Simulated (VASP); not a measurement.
Level of theory: revPBE GGA, VASP's PBE PAW potentials (set 64) (plane waves; VASP 6.6.1).

VASP ran on this input.

**POSCAR**
```
Ta
1
   -1.6500000000     1.6500000000     1.6500000000
    1.6500000000    -1.6500000000     1.6500000000
    1.6500000000     1.6500000000    -1.6500000000
Ta
1
Direct
  0.0000000000   0.0000000000   0.0000000000
```

File KPOINTS:
```
Automatic mesh
0
Gamma
14 14 14
0 0 0
```

INCAR:
```
SYSTEM  =  Ta
PREC  =  Accurate; ENCUT  =  520; LREAL  =  .False.
LASPH  =  .True.
EDIFF  =  1E-6; NELM  =  100; ALGO  =  Normal
LMAXMIX  =  6
ISMEAR  =  1; SIGMA  =  0.1
GGA  =  RE
IBRION  =  2; NSW  =  60; ISIF  =  3
EDIFFG  =  -0.01
LWAVE  =  .False.; LCHARG  =  .False.
```

POTCAR, in this order: Ta_pv (PBE.64 set). Program: vasp_std.

Output of the run:

**OUTCAR**
```
 ion  position               nearest neighbor table
   1  0.000  0.000  0.000-
  LATTYP: Found a body centered cubic cell.
 ALAT       =     3.3000000000
 Subroutine PRICEL returns:
 Original cell was already a primitive cell.
 Subroutine GETGRP returns: Found 48 space group operations
The static configuration has the point symmetry O_h .
The dynamic configuration has the point symmetry O_h .
 Subroutine INISYM returns: Found 48 space group operations
 Subroutine IBZKPT returns following result:
 Found    104 irreducible k-points:

 Following reciprocal coordinates:
            Coordinates               Weight
  0.000000  0.000000  0.000000      1.000000
  0.071429  0.000000  0.000000     12.000000
  0.142857  0.000000  0.000000     12.000000
  0.214286  0.000000  0.000000     12.000000
  0.285714  0.000000  0.000000     12.000000
  0.357143  0.000000  0.000000     12.000000
  0.428571  0.000000  0.000000     12.000000
  0.500000  0.000000  0.000000      6.000000
  0.071429  0.071429  0.000000     24.000000
  0.142857  0.071429  0.000000     48.000000
  0.214286  0.071429  0.000000     48.000000
  0.285714  0.071429 -0.000000     48.000000
  0.357143  0.071429  0.000000     48.000000
  0.428571  0.071429  0.000000     48.000000
  0.142857  0.142857  0.000000     24.000000
  0.214286  0.142857 -0.000000     48.000000
  0.285714  0.142857  0.000000     48.000000
  0.357143  0.142857 -0.000000     48.000000
  0.428571  0.142857 -0.000000     24.000000
  0.214286  0.214286  0.000000     24.000000
  0.285714  0.214286 -0.000000     48.000000
  0.357143  0.214286  0.000000     48.000000
  0.285714  0.285714  0.000000     24.000000
  0.357143  0.285714 -0.000000     24.000000
  0.071429  0.071429  0.071429      8.000000
...
```

**OSZICAR**
```
       N       E                     dE             d eps       ncg     rms          rms(c)
DAV:   1     0.472704860967E+02    0.47270E+02   -0.65878E+03  1880   0.117E+03
DAV:   2    -0.111384544658E+02   -0.58409E+02   -0.57700E+02  2403   0.249E+02
DAV:   3    -0.118384842825E+02   -0.70003E+00   -0.66914E+00  2143   0.269E+01
DAV:   4    -0.118441146878E+02   -0.56304E-02   -0.56194E-02  2097   0.185E+00
DAV:   5    -0.118441597539E+02   -0.45066E-04   -0.45065E-04  2110   0.139E-01    0.134E+01
DAV:   6    -0.115125549267E+02    0.33160E+00   -0.37827E-01  1943   0.761E+00    0.661E+00
DAV:   7    -0.114108642203E+02    0.10169E+00   -0.31335E-01  1964   0.658E+00    0.408E-01
DAV:   8    -0.114098241445E+02    0.10401E-02   -0.20424E-03  2098   0.526E-01    0.926E-02
DAV:   9    -0.114098595584E+02   -0.35414E-04   -0.12138E-04  2006   0.146E-01    0.364E-02
DAV:  10    -0.114098525536E+02    0.70048E-05   -0.42936E-06  1958   0.328E-02    0.825E-03
DAV:  11    -0.114098533121E+02   -0.75846E-06   -0.55870E-08   992   0.358E-03
   1 F= -.11409853E+02 E0= -.11409920E+02  d E =-.114099E+02
       N       E                     dE             d eps       ncg     rms          rms(c)
DAV:   1    -0.119904824380E+02   -0.58063E+00   -0.21216E+01  1902   0.685E+01    0.654E+00
DAV:   2    -0.114712887049E+02    0.51919E+00   -0.81192E-01  1906   0.105E+01    0.224E+00
DAV:   3    -0.113644574723E+02    0.10683E+00   -0.37674E-01  1944   0.704E+00    0.809E-01
DAV:   4    -0.113666716785E+02   -0.22142E-02   -0.43325E-03  2103   0.757E-01    0.113E-01
DAV:   5    -0.113667404771E+02   -0.68799E-04   -0.22679E-04  2078   0.157E-01    0.529E-02
DAV:   6    -0.113667411427E+02   -0.66564E-06   -0.68795E-06  1931   0.350E-02
   2 F= -.11366741E+02 E0= -.11366474E+02  d E =0.431122E-01
       N       E                     dE             d eps       ncg     rms          rms(c)
DAV:   1    -0.117258055365E+02   -0.35907E+00   -0.98004E+00  1898   0.441E+01    0.479E+00
DAV:   2    -0.114742150701E+02    0.25159E+00   -0.34634E-01  1899   0.756E+00    0.162E+00
DAV:   3    -0.114188279454E+02    0.55387E-01   -0.18051E-01  1940   0.517E+00    0.686E-01
DAV:   4    -0.114197834805E+02   -0.95554E-03   -0.25368E-03  2114   0.605E-01    0.117E-01
DAV:   5    -0.114198469101E+02   -0.63430E-04   -0.84615E-05  2098   0.885E-02    0.377E-02
DAV:   6    -0.114198466198E+02    0.29028E-06   -0.12453E-06  1676   0.165E-02
   3 F= -.11419847E+02 E0= -.11419875E+02  d E =-.999331E-02
```

### OUTCAR
```
------------------------ aborting loop because EDIFF is reached ----------------------------------------
  FORCE on cell =-STRESS in cart. coord.  units (eV):
  Direction    XX          YY          ZZ          XY          YZ          ZX
  --------------------------------------------------------------------------------------
  Total       -0.0053889     -0.0053889     -0.0053889     -0.0000000     -0.0000000      0.0000000
  in kB       -0.4665282     -0.4665282     -0.4665282     -0.0000000     -0.0000000      0.0000000
  external PRESSURE =      -0.4665282 kB  Pullay stress =       0.0000000 kB
  volume of cell :       18.51
      direct lattice vectors                 reciprocal lattice vectors
    -1.666318491  1.666318491  1.666318491     0.000000000  0.300062685  0.300062685
     1.666318491 -1.666318491  1.666318491     0.300062685  0.000000000  0.300062685
     1.666318491  1.666318491 -1.666318491     0.300062685  0.300062685  0.000000000
 POSITION                                       TOTAL-FORCE (eV/Angst)
 -----------------------------------------------------------------------------------
      0.00000      0.00000      0.00000         0.000000     -0.000000      0.000000
 -----------------------------------------------------------------------------------
    total drift:                               -0.000000      0.000000      0.000000
  FREE ENERGIE OF THE ION-ELECTRON SYSTEM (eV)
  ---------------------------------------------------
  free  energy   TOTEN  =       -11.4198466198 eV

  energy  without entropy=      -11.4199305701  energy(sigma->0) =      -11.41987460

 reached required accuracy - stopping structural energy minimisation
```
(Selected blocks of OUTCAR.)

**CONTCAR**
```
Ta
   1.00000000000000
    -1.6663184906676534    1.6663184906676534    1.6663184906676534
     1.6663184906676534   -1.6663184906676534    1.6663184906676534
     1.6663184906676534    1.6663184906676534   -1.6663184906676534
  Ta
     1
Direct
     0.0000000000000000    0.0000000000000000    0.0000000000000000
```

Energy and stress use the plane-wave basis of the starting cell.

The compound is Ta in the bcc structure. This run relaxes it. Symmetry was kept, so distortions that lower it aren't found.
